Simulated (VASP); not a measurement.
Method: PBE GGA, VASP's PBE PAW potentials (set 64) (plane waves; VASP 6.6.1).

VASP input:

### POSCAR
```
P
1
    1.6574966223    -5.5667932105     0.0000000000
    1.6574966223     5.5667932105    -0.0000000000
    0.0000000000     0.0000000000     4.5437480669
P
4
Direct
  0.0950820148   0.9049179852   0.9137804338
  0.4049179852   0.5950820148   0.4137804338
  0.5950820148   0.4049179852   0.5862195662
  0.9049179852   0.0950820148   0.0862195662
```

File KPOINTS:
```
Automatic mesh
0
Gamma
  8 8 6
```

### INCAR
```
SYSTEM = P
PREC = Accurate; ENCUT = 520; LREAL = .False.
LASPH = .True.
EDIFF = 1E-7; NELM = 100; ALGO = Normal
ISMEAR = -5
GGA = PE
ISIF = 2
LWAVE = .False.; LCHARG = .True.; LORBIT = 11
NEDOS = 601
```

POTCAR, in this order: P (PBE.64 set). Program: vasp_std.

Output

### OSZICAR
```
       N       E                     dE             d eps       ncg     rms          rms(c)
DAV:   1     0.690974748808E+02    0.69097E+02   -0.83424E+03  2352   0.120E+03
DAV:   2    -0.171312294940E+02   -0.86229E+02   -0.83929E+02  3102   0.177E+02
DAV:   3    -0.215953904878E+02   -0.44642E+01   -0.44444E+01  3186   0.443E+01
DAV:   4    -0.216599015662E+02   -0.64511E-01   -0.64449E-01  3006   0.620E+00
DAV:   5    -0.216614028965E+02   -0.15013E-02   -0.15009E-02  3224   0.866E-01    0.100E+01
DAV:   6    -0.215508474448E+02    0.11056E+00   -0.69844E-02  2862   0.158E+00    0.596E+00
DAV:   7    -0.215046618222E+02    0.46186E-01   -0.12071E-01  2862   0.215E+00    0.263E-01
DAV:   8    -0.215048724564E+02   -0.21063E-03   -0.98371E-03  2760   0.684E-01    0.134E-01
DAV:   9    -0.215049782117E+02   -0.10576E-03   -0.39519E-04  3234   0.147E-01    0.750E-02
DAV:  10    -0.215050144768E+02   -0.36265E-04   -0.59947E-05  2760   0.492E-02    0.292E-02
DAV:  11    -0.215050270452E+02   -0.12568E-04   -0.16824E-05  2910   0.338E-02    0.105E-02
DAV:  12    -0.215050276051E+02   -0.55998E-06   -0.61827E-07  3104   0.562E-03    0.230E-03
DAV:  13    -0.215050275374E+02    0.67721E-07   -0.13986E-07  1956   0.271E-03
   1 F= -.21505028E+02 E0= -.21505028E+02  d E =0.000000E+00
```

OUTCAR:
```
------------------------ aborting loop because EDIFF is reached ----------------------------------------
  FORCE on cell =-STRESS in cart. coord.  units (eV):
  Direction    XX          YY          ZZ          XY          YZ          ZX
  --------------------------------------------------------------------------------------
  Total       -0.1364338      0.1162412      0.0050787      0.0000000      0.0000000      0.0000000
  in kB       -2.6069366      2.2211025      0.0970425      0.0000000      0.0000000      0.0000000
  external PRESSURE =      -0.0962639 kB  Pullay stress =       0.0000000 kB
  volume of cell :       83.85
      direct lattice vectors                 reciprocal lattice vectors
     1.657496622 -5.566793211  0.000000000     0.301659740 -0.089818317  0.000000000
     1.657496622  5.566793211  0.000000000     0.301659740  0.089818317  0.000000000
     0.000000000  0.000000000  4.543748067     0.000000000  0.000000000  0.220082625
 POSITION                                       TOTAL-FORCE (eV/Angst)
 -----------------------------------------------------------------------------------
      1.65750      4.50819      4.15199         0.000000     -0.004395     -0.007331
      1.65750      1.05860      1.88011         0.000000      0.004395     -0.007331
      1.65750     -1.05860      2.66363         0.000000     -0.004395      0.007331
      1.65750     -4.50819      0.39176         0.000000      0.004395      0.007331
 -----------------------------------------------------------------------------------
    total drift:                               -0.000000      0.000000      0.000000
  FREE ENERGIE OF THE ION-ELECTRON SYSTEM (eV)
  ---------------------------------------------------
  free  energy   TOTEN  =       -21.5050275374 eV

  energy  without entropy=      -21.5050275374  energy(sigma->0) =      -21.50502754

 total charge

# of ion       s       p       d       tot
------------------------------------------
    1        1.082   1.375   0.000   2.457
    2        1.082   1.375   0.000   2.457
    3        1.082   1.375   0.000   2.457
    4        1.082   1.375   0.000   2.457
--------------------------------------------------
tot          4.326   5.500   0.000   9.826
```
(Selected blocks of OUTCAR.)

Without a dispersion term in the relaxation, distances and binding between the weakly bound layers, chains or molecules are unreliable, and so is what depends on them.

The compound is P in the black structure. It was relaxed first, which changed the volume by +10 %.
